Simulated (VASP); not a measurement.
Level of theory: PBE GGA with D3 dispersion (Becke-Johnson damping), VASP's PBE PAW potentials (set 64) (plane waves; VASP 6.6.1).

The input files of a VASP run:

### INCAR
```
! general
SYSTEM  = InP
PREC    = Accurate
ENCUT   = 520   ! plane-wave cut-off (eV)
LREAL   = .False.
LASPH   = .True.

! electronic loop
EDIFF   = 1E-7   ! SCF stop (eV)
NELM    = 100
ALGO    = Normal   ! blocked Davidson
LMAXMIX = 4

! smearing
ISMEAR  = -5   ! tetrahedra, Bloechl

! functional
GGA     = PE
IVDW    = 12   ! D3, Becke-Johnson

! ions
ISIF    = 2   ! forces and stress, cell fixed

! output
LWAVE   = .False.
LCHARG  = .True.
LORBIT  = 11
NEDOS   = 601
```

File KPOINTS:
```
Automatic
0
Gamma
 9 9 9
```

File POSCAR:
```
InP
1
   -0.0000000000     2.9458793459     2.9458793459
    2.9458793459    -0.0000000000     2.9458793459
    2.9458793459     2.9458793459     0.0000000000
In P
1 1
Direct
  0.0000000000   0.0000000000   0.0000000000
  0.2500000000   0.2500000000   0.2500000000
```

POTCAR, in this order: In_d P (PBE.64 set). Program: vasp_std.

Question: What will the output report for the number of irreducible k-points (NKPTS), largest plane-wave count, number of space-group operations, FFT grid (NGX, NGY, NGZ)?

Answer: 
| Property | Value |
|---|---|
| number of irreducible k-points (NKPTS) | 35 |
| largest plane-wave count | 1411 |
| number of space-group operations | 24 |
| FFT grid (NGX, NGY, NGZ) | 32 × 32 × 32 |

The compound is InP in the zinc blende structure. It was relaxed first.
